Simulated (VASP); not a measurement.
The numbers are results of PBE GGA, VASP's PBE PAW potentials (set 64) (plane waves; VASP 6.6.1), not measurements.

VASP input:

File POSCAR:
```
KF
1
    0.0000000000     2.6562730000     2.6562730000
    2.6562730000     0.0000000000     2.6562730000
    2.6562730000     2.6562730000     0.0000000000
K F
1 1
Direct
  0.0000000000   0.0000000000   0.0000000000
  0.5000000000   0.5000000000   0.5000000000
```

### KPOINTS
```
Automatic mesh
0
gamma
 7 7 7
```

INCAR:
```
ALGO=Normal
EDIFF=1E-6
ENCUT=400
GGA=PE
ISIF=2
ISMEAR=0
LASPH=T
LCHARG=F
LREAL=F
LWAVE=F
NELM=100
PREC=Accurate
SIGMA=0.01
SYSTEM=KF
```

POTCAR, in this order: K_sv F (PBE.64 set). Program: vasp_std.

What VASP printed:

### OSZICAR
```
       N       E                     dE             d eps       ncg     rms          rms(c)
DAV:   1     0.991001971635E+02    0.99100E+02   -0.73695E+03   480   0.106E+03
DAV:   2    -0.546569647883E+01   -0.10457E+03   -0.96756E+02   624   0.299E+02
DAV:   3    -0.940712162017E+01   -0.39414E+01   -0.39226E+01   608   0.550E+01
DAV:   4    -0.951404385974E+01   -0.10692E+00   -0.10687E+00   712   0.814E+00
DAV:   5    -0.951498285384E+01   -0.93899E-03   -0.93898E-03   596   0.865E-01    0.611E+00
DAV:   6    -0.833190193851E+01    0.11831E+01   -0.38999E+00   512   0.175E+01    0.389E+00
DAV:   7    -0.830273537321E+01    0.29167E-01   -0.11373E-01   628   0.293E+00    0.239E+00
DAV:   8    -0.829754135801E+01    0.51940E-02   -0.52708E-02   516   0.264E+00    0.200E-01
DAV:   9    -0.829906454264E+01   -0.15232E-02   -0.66507E-03   624   0.660E-01    0.119E-01
DAV:  10    -0.829962436559E+01   -0.55982E-03   -0.10468E-03   524   0.320E-01    0.592E-02
DAV:  11    -0.829972228126E+01   -0.97916E-04   -0.40178E-04   500   0.162E-01    0.211E-02
DAV:  12    -0.829971176718E+01    0.10514E-04   -0.69368E-05   620   0.695E-02    0.682E-03
DAV:  13    -0.829971118042E+01    0.58676E-06   -0.49855E-06   520   0.218E-02
   1 F= -.82997112E+01 E0= -.82997112E+01  d E =-.616029E-13
```

OUTCAR:
```
------------------------ aborting loop because EDIFF is reached ----------------------------------------
  FORCE on cell =-STRESS in cart. coord.  units (eV):
  Direction    XX          YY          ZZ          XY          YZ          ZX
  --------------------------------------------------------------------------------------
  Total       -0.6299971     -0.6299971     -0.6299971     -0.0000000      0.0000000     -0.0000000
  in kB      -26.9278094    -26.9278094    -26.9278094     -0.0000000      0.0000000     -0.0000000
  external PRESSURE =     -26.9278094 kB  Pullay stress =       0.0000000 kB
  volume of cell :       37.48
      direct lattice vectors                 reciprocal lattice vectors
     0.000000000  2.656273000  2.656273000    -0.188233664  0.188233664  0.188233664
     2.656273000  0.000000000  2.656273000     0.188233664 -0.188233664  0.188233664
     2.656273000  2.656273000  0.000000000     0.188233664  0.188233664 -0.188233664
  FREE ENERGIE OF THE ION-ELECTRON SYSTEM (eV)
  ---------------------------------------------------
  free  energy   TOTEN  =        -8.2997111804 eV

  energy  without entropy=       -8.2997111804  energy(sigma->0) =       -8.29971118
```
(Selected blocks of OUTCAR.)

At this cut-off the stress carries a Pulay error, which pulls relaxed volumes low.

The structure comes from a computed database's KF entry; how it stands against other phases isn't given here. The cell was not relaxed at this level. The run is one of a series of settings (KPOINTS 7×7×7 Γ-centred mesh against the base run), some of them coarse on purpose.
